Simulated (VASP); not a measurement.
# SrV (Fm-3m) in VASP: a series of runs

Aim: see how the results for SrV move with the level of theory and the settings. Levels: PBE, LDA. Tasks: relaxation of cell and atoms, relaxation of the atoms.

Everything below comes from runs of VASP 6.6.1. Logs are shortened: lines on timing, memory, paths and dates and some standing lists are left out, and cuts for length are marked.

## 1. The crystal as given

It takes space group Fm-3m (No. 225, cubic). Conventional cell: a = 6.697 Å, b = 6.697 Å, c = 6.697 Å, α = 90.00°, β = 90.00°, γ = 90.00°. Sr (site symmetry m-3m) has 6 V at 3.35 Å as nearest neighbours. V (site symmetry m-3m) has 6 Sr at 3.35 Å as nearest neighbours.

The cell was built by a generator and needn't be a form met in nature.

## 2. Relaxation of cell and atoms, PBE, collinear spin, ferromagnetic start

INCAR reads:

```
ALGO = Fast ; EDIFF = 1E-6
EDIFFG = -0.005 ; ENCUT = 600
GGA = PE ; IBRION = 2
ISIF = 3 ; ISMEAR = 1
ISPIN = 2 ; LASPH = True
LCHARG = False ; LMAXMIX = 4
LORBIT = 11 ; LREAL = False
LWAVE = False ; MAGMOM = 0 2
NELM = 120 ; NSW = 40
PREC = Accurate ; SIGMA = 0.1
```

KPOINTS reads:

```
k-points
0
Gamma
  7 7 7
```

POSCAR reads:

```
SrV
1.0
    0.0000000000      3.3487300000      3.3487300000
    3.3487300000      0.0000000000      3.3487300000
    3.3487300000      3.3487300000      0.0000000000
Sr V
1 1
Direct
    0.0000000000      0.0000000000      0.0000000000
    0.5000000000      0.5000000000      0.5000000000
```

Potentials or basis: VASP PAW PBE potentials, release 64 (Sr_sv, V_sv).

Started as:

```bash
$ cat potpaw_PBE.64/Sr_sv/POTCAR potpaw_PBE.64/V_sv/POTCAR > POTCAR
$ mpirun -np 1 vasp_std > vasp.out
```

OUTCAR:

```text
EDIFF = 1E-6
   EDIFFG = -0.005
   ENCUT = 600
   GGA = PE
   IBRION = 2
   ISIF = 3
   ISMEAR = 1
   ISPIN = 2
   LASPH = True
   LORBIT = 11
   LREAL = False
   NELM = 120
   NSW = 40
   PREC = Accurate

 ion  position               nearest neighbor table
   1  0.000  0.000  0.000-   2 3.35   2 3.35   2 3.35   2 3.35   2 3.35   2 3.35
   2  0.500  0.500  0.500-   1 3.35   1 3.35   1 3.35   1 3.35   1 3.35   1 3.35

  LATTYP: Found a face centered cubic cell.
 ALAT       =     6.6974600000

  Lattice vectors:

 A1 = (   0.0000000000,   3.3487300000,   3.3487300000)
 A2 = (   3.3487300000,   0.0000000000,   3.3487300000)
 A3 = (   3.3487300000,   3.3487300000,   0.0000000000)

Analysis of symmetry for initial positions (statically):
=====================================================================
 Subroutine PRICEL returns:
 Original cell was already a primitive cell.

 Routine SETGRP: Setting up the symmetry group for a
 face centered cubic supercell.

 Subroutine GETGRP returns: Found 48 space group operations
 (whereof 48 operations were pure point group operations)
 out of a pool of 48 trial point group operations.

The static configuration has the point symmetry O_h .

Analysis of symmetry for dynamics (positions and initial velocities):
=====================================================================
 Subroutine PRICEL returns:
 Original cell was already a primitive cell.

 Routine SETGRP: Setting up the symmetry group for a
 face centered cubic supercell.

 Subroutine GETGRP returns: Found 48 space group operations
 (whereof 48 operations were pure point group operations)
 out of a pool of 48 trial point group operations.

The dynamic configuration has the point symmetry O_h .

Analysis of structural, dynamic, and magnetic symmetry:
=====================================================================
 Subroutine PRICEL returns:
 Original cell was already a primitive cell.

 Routine SETGRP: Setting up the symmetry group for a
 face centered cubic supercell.

 Subroutine GETGRP returns: Found 48 space group operations
 (whereof 48 operations were pure point group operations)
 out of a pool of 48 trial point group operations.

The overall configuration has the point symmetry O_h .

 Subroutine INISYM returns: Found 48 space group operations
 (whereof 48 operations are pure point group operations),
 and found     1 'primitive' translations

----------------------------------------------------------------------------------------

                                     Primitive cell

  volume of cell :      75.1053

  direct lattice vectors                    reciprocal lattice vectors
     0.000000000  3.348730000  3.348730000    -0.149310336  0.149310336  0.149310336
     3.348730000  0.000000000  3.348730000     0.149310336 -0.149310336  0.149310336
     3.348730000  3.348730000  0.000000000     0.149310336  0.149310336 -0.149310336

  length of vectors
     4.735819383  4.735819383  4.735819383     0.258613087  0.258613087  0.258613087

  position of ions in fractional coordinates (direct lattice)
     0.000000000  0.000000000  0.000000000
     0.500000000  0.500000000  0.500000000

  ion indices of the primitive-cell ions
   primitive index   ion index
                 1           1
                 2           2

----------------------------------------------------------------------------------------

 KPOINTS: k-points

Automatic generation of k-mesh.
 Grid dimensions read from file:
 generate k-points for:    7    7    7

 Generating k-lattice:

  Cartesian coordinates                     Fractional coordinates (reciprocal lattice)
    -0.021330048  0.021330048  0.021330048     0.142857143  0.000000000  0.000000000
     0.021330048 -0.021330048  0.021330048     0.000000000  0.142857143  0.000000000
     0.021330048  0.021330048 -0.021330048     0.000000000  0.000000000  0.142857143

  Length of vectors
     0.036944727  0.036944727  0.036944727

  Shift w.r.t. Gamma in fractional coordinates (k-lattice)
     0.000000000  0.000000000  0.000000000

 Subroutine IBZKPT returns following result:
 ===========================================

 Found     20 irreducible k-points:

 Following reciprocal coordinates:
            Coordinates               Weight
  0.000000  0.000000  0.000000      1.000000
  0.142857  0.000000  0.000000      8.000000
  0.285714  0.000000  0.000000      8.000000
  0.428571  0.000000  0.000000      8.000000
  0.142857  0.142857  0.000000      6.000000
  0.285714  0.142857  0.000000     24.000000
[... 12 lines left out ...]
 -0.428571  0.428571  0.142857     24.000000
 -0.285714  0.428571  0.142857     24.000000
   k-points           NKPTS =     20   k-points in BZ     NKDIM =     20   number of bands    NBANDS=     16
   number of dos      NEDOS =    301   number of ions     NIONS =      2
   total plane-waves  NPLWV =  64000
   dimension x,y,z NGX =    40 NGY =   40 NGZ =   40
   dimension x,y,z NGXF=    80 NGYF=   80 NGZF=   80
   ions per type =               1   1
   NGX,Y,Z   is equivalent  to a cutoff of  14.04, 14.04, 14.04 a.u.
   NGXF,Y,Z  is equivalent  to a cutoff of  28.08, 28.08, 28.08 a.u.
 SYSTEM =  unknown system
   PREC   = accura    normal or accurate (medium, high low for compatibility)
   ISTART =      0    job   : 0-new  1-cont  2-samecut
   ICHARG =      2    charge: 1-file 2-atom 10-const
   ISPIN  =      2    spin polarized calculation?
   LNONCOLLINEAR =      F non collinear calculations
   LSORBIT =      F    spin-orbit coupling
   LASPH  =      T    aspherical Exc in radial PAW
   ENCUT  =  600.0 eV  44.10 Ry    6.64 a.u.   9.46  9.46  9.46*2*pi/ulx,y,z
   NELM   =    120;   NELMIN=  2; NELMDL= -5     # of ELM steps
   EDIFF  = 0.1E-05   stopping-criterion for ELM
   LREAL  =      F    real-space projection
   EDIFFG = -.5E-02   stopping-criterion for IOM
   NSW    =     40    number of steps for IOM
   IBRION =      2    ionic relax: 0-MD 1-quasi-New 2-CG
   NFREE  =      1    steps in history (QN), initial steepest desc. (CG)
   ISIF   =      3    stress and relaxation
   ISYM   =      2    0-nonsym 1-usesym 2-fastsym
   POTIM  = 0.5000    time-step for ionic-motion
   TEBEG  =    0.0;   TEEND  =   0.0 temperature during run
   PSTRESS=    0.0 pullay stress
   NELECT =      23.0000    total number of electrons
   NUPDOWN=      -1.0000    fix difference up-down
   EMIN   =  10.00;   EMAX   =-10.00  energy-range for DOS
   EFERMI =   0.00;   METHOD = LEGACY
   ISMEAR =     1;   SIGMA  =   0.10  broadening in eV -4-tet -1-fermi 0-gaus
   EFERMI_NEDOS =   21; number of points for ismear=-14 and -15
   IALGO  =     68    algorithm
   IMIX   =      4    mixing-type and parameters
     AMIX     =   0.40;   BMIX     =  1.00
     AMIX_MAG =   1.60;   BMIX_MAG =  1.00
  volume/ion in A,a.u.               =      37.55       253.42
  Fermi-wavevector in a.u.,A,eV,Ry     =   1.103470  2.085256 16.567089  1.217647
  Thomas-Fermi vector in A             =   2.239929
   LORBIT       =     11    0 simple, 1 ext, 2 COOP (PROOUT), +10 PAW based schemes
   GGA     = PE    functional components
   LHFCALC =     F    Hartree Fock is set to
   AEXX    =    0.0000 exact exchange contribution
   IVDW    =     0    specifies the selected vdW correction
   LEPSILON=     F    determine dielectric tensor
   LRPA    =     F    only Hartree local field effects (RPA)
 conjugate gradient relaxation of ions
 spin polarized calculation
 RMM-DIIS sequential band-by-band and
 Methfessel and Paxton  Order N= 1 SIGMA  =   0.10
  energy-cutoff  :      600.00
  volume of cell :       75.11
 maximum number of plane-waves:      2541
 NGX is ok and might be reduce to    40
   NGX = 19   NGY = 19   NGZ = 19

--------------------------------------- Ionic step        1  -------------------------------------------

 number of electron      22.9999996 magnetization       4.6565495

 Free energy of the ion-electron system (eV)
  ---------------------------------------------------
  ext. energy  EPLUGINS =         0.00000000
  ---------------------------------------------------
  free energy    TOTEN  =        -7.72347171 eV

  energy without entropy =       -7.72478962  energy(sigma->0) =       -7.72391102

------------------------ aborting loop because EDIFF is reached ----------------------------------------

  FORCE on cell =-STRESS in cart. coord.  units (eV):
  Direction    XX          YY          ZZ          XY          YZ          ZX
  --------------------------------------------------------------------------------------
  -------------------------------------------------------------------------------------
  Total        0.0482411      0.0482411      0.0482411      0.0000000      0.0000000      0.0000000
  in kB        1.0290995      1.0290995      1.0290995      0.0000000      0.0000000      0.0000000
  external PRESSURE =       1.0290995 kB  Pullay stress =       0.0000000 kB
[... 165 lines left out ...]
  energy  without entropy=       -7.7250800794  energy(sigma->0) =       -7.72409185

--------------------------------------- Ionic step        6  -------------------------------------------

 number of electron      22.9999997 magnetization       4.6638134

 Free energy of the ion-electron system (eV)
  ---------------------------------------------------
  ext. energy  EPLUGINS =         0.00000000
  ---------------------------------------------------
  free energy    TOTEN  =        -7.72359311 eV

  energy without entropy =       -7.72507935  energy(sigma->0) =       -7.72408852

 E-fermi :   2.3287     XC(G=0):  -8.2262

 val. band max:        2.3004826066   @ k =  -0.4286   0.2857   0.0000
 cond. band min:       2.3555297012   @ k =  -0.4286   0.1429   0.0000
 fundamental gap:      0.0550470946
 Fermi energy:         2.3286988683

 spin component 1

 k-point     1 :       0.0000    0.0000    0.0000
  band No.  band energies     occupation
      1     -62.1659      1.00000
      2     -36.0860      1.00000
      3     -36.0860      1.00000
      4     -36.0860      1.00000
      5     -33.4255      1.00000
      6     -15.4326      1.00000
[... 8 lines left out ...]
     15       5.8819      0.00000
     16       5.8819      0.00000
[... 343 lines left out ...]
 k-point    20 :      -0.2857    0.4286    0.1429
  band No.  band energies     occupation
      1     -62.1658      1.00000
      2     -36.0869      1.00000
      3     -36.0867      1.00000
      4     -36.0864      1.00000
      5     -33.4205      1.00000
      6     -15.4864      1.00000
[... 8 lines left out ...]
     15       3.0383     -0.00000
     16       3.1633     -0.00000
 Fermi energy:         2.3286988683

 spin component 2

 k-point     1 :       0.0000    0.0000    0.0000
  band No.  band energies     occupation
      1     -59.1520      1.00000
      2     -33.3195      1.00000
      3     -33.0924      1.00000
      4     -33.0924      1.00000
      5     -33.0924      1.00000
      6     -15.3073      1.00000
[... 8 lines left out ...]
     15       7.0808      0.00000
     16       7.0808      0.00000
[... 388 lines left out ...]
  FREE ENERGIE OF THE ION-ELECTRON SYSTEM (eV)
  ---------------------------------------------------
  free  energy   TOTEN  =        -7.7235931063 eV

  energy  without entropy=       -7.7250793517  energy(sigma->0) =       -7.72408852

 reached required accuracy - stopping structural energy minimisation

 total charge

# of ion       s       p       d       tot
------------------------------------------
    1        2.045   5.736   0.201   7.982
    2        2.286   6.000   3.129  11.415
--------------------------------------------------
tot          4.332  11.736   3.329  19.397

 magnetization (x)

# of ion       s       p       d       tot
------------------------------------------
    1        0.005   0.034   0.125   0.164
    2        0.076   0.027   3.076   3.179
--------------------------------------------------
tot          0.080   0.061   3.201   3.342
```

Wall time 7.3 min (1 thread of Intel Xeon Platinum 8259CL at 2.50GHz (Skylake/Cascade Lake), shared host); peak memory 0.31 GiB.

What came out:

```yaml
Free_energy: -7.7236 eV
Relaxed_volume: 37.81 Å³/atom
Relaxed_cell: a = 4.746 Å, b = 4.746 Å, c = 4.746 Å, α = 60.00°, β = 60.00°, γ = 60.00°
Space_group_after_relaxing_to_0.05_Å: Fm-3m (No. 225)
Energy_gained_by_relaxing: 0.1 meV/atom
Ionic_steps: 6
Pressure_after_relaxing: 0.0 GPa
Band_gap_on_the_k_mesh: none (metal or under the smearing width)
Net_moment: 4.66 μB per cell
Site_moments: Sr +0.16; V +3.18 μB
Valence_electrons_inside_the_program's_atomic_spheres: Sr 7.98; V 11.41
```

Step by step:
| step | energy change (eV) | largest force (eV/Å) | pressure (GPa) | volume (Å³) |
| --- | --- | --- | --- | --- |
| 1 | 0.0000 | 0.0000 | 0.10 | 75.11 |
| 2 | -0.0001 | 0.0000 | 0.03 | 75.37 |
| 3 | -0.0001 | 0.0000 | 0.03 | 75.47 |
| 4 | -0.0001 | 0.0000 | -0.04 | 75.67 |
| 5 | -0.0001 | 0.0000 | 0.04 | 75.56 |
| 6 | -0.0001 | 0.0000 | 0.00 | 75.61 |

Final structure:
```xyz
2
Lattice="0.0000 3.3563 3.3563 3.3563 0.0000 3.3563 3.3563 3.3563 0.0000" Properties=species:S:1:pos:R:3 pbc="T T T"
Sr    3.3563    6.7125    3.3563
V     3.3563    3.3563    3.3563
```

## 3. Relaxation of the atoms, LDA, collinear spin, ferromagnetic start

INCAR reads:

```
SYSTEM = SrV
PREC = Accurate
ENCUT = 520
EDIFF = 1E-6
ISMEAR = 1
SIGMA = 0.1
LREAL = .False.
LASPH = .True.
NELM = 100
ALGO = Normal
ISIF = 2
LWAVE = .False.
LCHARG = .False.
ISPIN = 2
MAGMOM = 0 2
LORBIT = 11
LMAXMIX = 4
IBRION = 2
NSW = 60
EDIFFG = -0.01
```

KPOINTS reads:

```
regular mesh
0
Gamma
  7 7 7
  0 0 0
```

POSCAR is that of step 2.

Potentials or basis: VASP PAW LDA potentials, release 64 (Sr_sv, V_sv).

Started as:

```bash
$ cat potpaw_LDA.64/Sr_sv/POTCAR potpaw_LDA.64/V_sv/POTCAR > POTCAR
$ mpirun -np 1 vasp_std > vasp.out
```

Run time: 56 s. Hardware: 1 thread of Intel Xeon Platinum 8259CL at 2.50GHz (Skylake/Cascade Lake), shared host; peak memory 0.21 GiB.

Results (log left out):

- Free energy: -8.2249 eV
- Pressure after relaxing: -2.1 GPa
- Band gap on the k mesh: none (metal or under the smearing width)
- Net moment: 4.60 μB per cell
- Site moments: Sr +0.17; V +3.14 μB
- Valence electrons inside the program's atomic spheres: Sr 7.99; V 11.42

Final structure:
```
Sr V
1.0
     0.00000    3.34873    3.34873
     3.34873    0.00000    3.34873
     3.34873    3.34873    0.00000
Sr V
1 1
Direct
  0.00000 0.00000 0.00000
  0.50000 0.50000 0.50000
```

Levels at points of the mesh, in eV from the Fermi level:
Spin up:
```csv
k point,band 10,band 11,band 12,band 13,band 14,band 15,band 16
"(0.00, 0.00, 0.00)",-0.82,-0.82,-0.72,-0.72,-0.72,3.52,3.52
```
Spin down:
| k point | band 6 | band 7 | band 8 | band 9 | band 10 | band 11 | band 12 | band 13 |
| --- | --- | --- | --- | --- | --- | --- | --- | --- |
| (0.00, 0.00, 0.00) | -17.50 | -17.50 | -17.50 | -3.44 | 1.01 | 1.01 | 1.01 | 1.15 |

Caveat: the relaxation stopped at its first step, so nothing moved.

## 4. The reference run

An earlier run on the cell as given: functional PBE; potentials or basis VASP PAW PBE potentials, release 64 (Sr_sv, V_sv); cutoff 520 eV; k mesh 7 × 7 × 7; occupations fermi-dirac, width 0.05 eV; collinear spin, ferromagnetic start; starting moments [0.0, 2.0] μB.

* Pressure: 0.1 GPa
* Band gap on the k mesh: none (metal or under the smearing width)
* Net moment: 4.55 μB per cell
* Site moments: Sr +0.15; V +3.15 μB
* Valence electrons inside the program's atomic spheres: Sr 7.99; V 11.41

## 5. Overview

```csv
task,level,potentials or basis,cell,cutoff (eV),smearing,gap on the mesh (eV),pressure (GPa),moment (μB)
relaxation of cell and atoms,PBE,"VASP PAW PBE potentials, release 64 (Sr_sv, V_sv)",relaxed,600,methfessel-paxton 0.1 eV,none,0.0,4.66
relaxation of the atoms,LDA,"VASP PAW LDA potentials, release 64 (Sr_sv, V_sv)",atoms relaxed,520,methfessel-paxton 0.1 eV,none,-2.1,4.60
single point,PBE,"VASP PAW PBE potentials, release 64 (Sr_sv, V_sv)",as given,520,fermi-dirac 0.05 eV,none,0.1,4.55
```

Alike in all rows: spin collinear, ferromagnetic start; k mesh 7 × 7 × 7.

Caveats: the relaxation stopped at its first step, so nothing moved (some runs).

Absolute energies hang on the potentials; compare differences alone.
